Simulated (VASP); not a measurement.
These are PBEsol GGA, VASP's PBE PAW potentials (set 64) (plane waves; VASP) values and carry that method's errors.

The input files of a VASP run:

POSCAR:
```
Si
1.0
  0.0000000000   2.7178704326   2.7178704326
  2.7178704326   0.0000000000   2.7178704326
  2.7178704326   2.7178704326   0.0000000000
Si
2
direct
  0.5000000000   0.5000000000   0.5000000000
  0.7500000000   0.7500000000   0.7500000000
```

### KPOINTS
```
Automatic mesh
0
Gamma
9 9 9
0 0 0
```

### INCAR
```
SYSTEM = Si
PREC = Normal
ENCUT = 400
EDIFF = 1E-5
NELM = 100
ALGO = Fast
LREAL = .FALSE.
LASPH = .TRUE.
ISMEAR = 0
SIGMA = 0.05
GGA = PS
LWAVE = .FALSE.
LCHARG = .FALSE.
NELMIN = 4
IBRION = 2
ISIF = 2
NSW = 20
EDIFFG = -0.03
```

POTCAR, in this order: Si (PBE.64 set). Program: vasp_std.

The run wrote:

**OUTCAR**
```
 ion  position               nearest neighbor table
   1  0.500  0.500  0.500-   2 2.35   2 2.35   2 2.35   2 2.35
   2  0.750  0.750  0.750-   1 2.35   1 2.35   1 2.35   1 2.35
  LATTYP: Found a face centered cubic cell.
 ALAT       =     5.4357408652
 Subroutine PRICEL returns:
 Original cell was already a primitive cell.
 Subroutine GETGRP returns: Found 48 space group operations
The static configuration has the point symmetry T_d .
 The point group associated with its full space group is O_h .
The dynamic configuration has the point symmetry T_d .
 Subroutine INISYM returns: Found 48 space group operations
 Subroutine IBZKPT returns following result:
 Found     35 irreducible k-points:

 Following reciprocal coordinates:
            Coordinates               Weight
  0.000000  0.000000  0.000000      1.000000
  0.111111  0.000000  0.000000      8.000000
  0.222222  0.000000  0.000000      8.000000
  0.333333  0.000000  0.000000      8.000000
  0.444444  0.000000  0.000000      8.000000
  0.111111  0.111111  0.000000      6.000000
  0.222222  0.111111  0.000000     24.000000
  0.333333  0.111111  0.000000     24.000000
  0.444444  0.111111  0.000000     24.000000
 -0.444444  0.111111  0.000000     24.000000
 -0.333333  0.111111  0.000000     24.000000
 -0.222222  0.111111  0.000000     24.000000
 -0.111111  0.111111  0.000000     12.000000
  0.222222  0.222222  0.000000      6.000000
  0.333333  0.222222  0.000000     24.000000
  0.444444  0.222222  0.000000     24.000000
 -0.444444  0.222222  0.000000     24.000000
 -0.333333  0.222222  0.000000     24.000000
 -0.222222  0.222222  0.000000     12.000000
  0.333333  0.333333  0.000000      6.000000
  0.444444  0.333333  0.000000     24.000000
 -0.444444  0.333333  0.000000     24.000000
 -0.333333  0.333333  0.000000     12.000000
  0.444444  0.444444  0.000000      6.000000
 -0.444444  0.444444  0.000000     12.000000
  0.333333  0.222222  0.111111     24.000000
  0.444444  0.222222  0.111111     48.000000
 -0.444444  0.222222  0.111111     48.000000
  0.444444  0.333333  0.111111     24.000000
 -0.444444  0.333333  0.111111     48.000000
 -0.333333  0.333333  0.111111     48.000000
 -0.222222  0.333333  0.111111     24.000000
 -0.444444  0.444444  0.111111     24.000000
 -0.333333  0.444444  0.111111     24.000000
 -0.333333  0.444444  0.222222     24.000000
   k-points           NKPTS =     35   k-points in BZ     NKDIM =     35   number of bands    NBANDS=      8
   number of dos      NEDOS =    301   number of ions     NIONS =      2
   total plane-waves  NPLWV =   8000
   dimension x,y,z NGX =    20 NGY =   20 NGZ =   20
   dimension x,y,z NGXF=    40 NGYF=   40 NGZF=   40
   ions per type =               2
   PREC   = normal    normal or accurate (medium, high low for compatibility)
   ISTART =      0    job   : 0-new  1-cont  2-samecut
   ICHARG =      2    charge: 1-file 2-atom 10-const
   ISPIN  =      1    spin polarized calculation?
   LNONCOLLINEAR =      F non collinear calculations
   LSORBIT =      F    spin-orbit coupling
   INIWAV =      1    electr: 0-lowe 1-rand  2-diag
   ENCUT  =  400.0 eV  29.40 Ry    5.42 a.u.   6.27  6.27  6.27*2*pi/ulx,y,z
   NELM   =    100;   NELMIN=  4; NELMDL= -5     # of ELM steps
   EDIFF  = 0.1E-04   stopping-criterion for ELM
   LREAL  =      F    real-space projection
   NLSPLINE    = F    spline interpolate recip. space projectors
   LMAXMIX     =    2 max onsite mixed and CHGCAR
   VOSKOWN=      0    Vosko Wilk Nusair interpolation
   EDIFFG = -.3E-01   stopping-criterion for IOM
   NSW    =     20    number of steps for IOM
   NBLOCK =      1;   KBLOCK =     20    inner block; outer block
...
```

OSZICAR:
```
       N       E                     dE             d eps       ncg     rms          rms(c)
DAV:   1     0.474305784633E+01    0.47431E+01   -0.31374E+03   560   0.667E+02
DAV:   2    -0.115096726987E+02   -0.16253E+02   -0.15609E+02   872   0.781E+01
DAV:   3    -0.117128594021E+02   -0.20319E+00   -0.20319E+00   720   0.110E+01
DAV:   4    -0.117136933827E+02   -0.83398E-03   -0.83398E-03   888   0.751E-01
DAV:   5    -0.117136939705E+02   -0.58782E-06   -0.58784E-06   736   0.180E-02    0.495E+00
RMM:   6    -0.115605589193E+02    0.15314E+00   -0.55700E-02   560   0.143E+00    0.297E+00
RMM:   7    -0.114905791132E+02    0.69980E-01   -0.12060E-01   570   0.221E+00    0.189E-01
RMM:   8    -0.114915150471E+02   -0.93593E-03   -0.82690E-03   560   0.721E-01    0.809E-02
RMM:   9    -0.114917035827E+02   -0.18854E-03   -0.19193E-03   562   0.326E-01    0.877E-02
RMM:  10    -0.114917412510E+02   -0.37668E-04   -0.37334E-04   560   0.168E-01    0.165E-02
RMM:  11    -0.114917522959E+02   -0.11045E-04   -0.10557E-04   534   0.882E-02    0.177E-02
RMM:  12    -0.114917537792E+02   -0.14833E-05   -0.14397E-05   390   0.339E-02
   1 F= -.11491754E+02 E0= -.11491754E+02  d E =-.114918E+02
```

OUTCAR:
```
------------------------ aborting loop because EDIFF is reached ----------------------------------------
  FORCE on cell =-STRESS in cart. coord.  units (eV):
  Direction    XX          YY          ZZ          XY          YZ          ZX
  --------------------------------------------------------------------------------------
  Total       -0.0037611     -0.0037611     -0.0037611      0.0000000     -0.0000000      0.0000000
  in kB       -0.1500751     -0.1500751     -0.1500751      0.0000000     -0.0000000      0.0000000
  external PRESSURE =      -0.1500751 kB  Pullay stress =       0.0000000 kB
  volume of cell :       40.15
      direct lattice vectors                 reciprocal lattice vectors
     0.000000000  2.717870433  2.717870433    -0.183967563  0.183967563  0.183967563
     2.717870433  0.000000000  2.717870433     0.183967563 -0.183967563  0.183967563
     2.717870433  2.717870433  0.000000000     0.183967563  0.183967563 -0.183967563
 POSITION                                       TOTAL-FORCE (eV/Angst)
 -----------------------------------------------------------------------------------
      2.71787      2.71787      2.71787        -0.000000      0.000000      0.000000
      4.07681      4.07681      4.07681         0.000000     -0.000000     -0.000000
 -----------------------------------------------------------------------------------
    total drift:                                0.000000      0.000000      0.000000
  FREE ENERGIE OF THE ION-ELECTRON SYSTEM (eV)
  ---------------------------------------------------
  free  energy   TOTEN  =       -11.4917537792 eV

  energy  without entropy=      -11.4917537792  energy(sigma->0) =      -11.49175378

 reached required accuracy - stopping structural energy minimisation
```
(Selected blocks of OUTCAR.)

The compound is Si in the diamond structure. It was relaxed first.
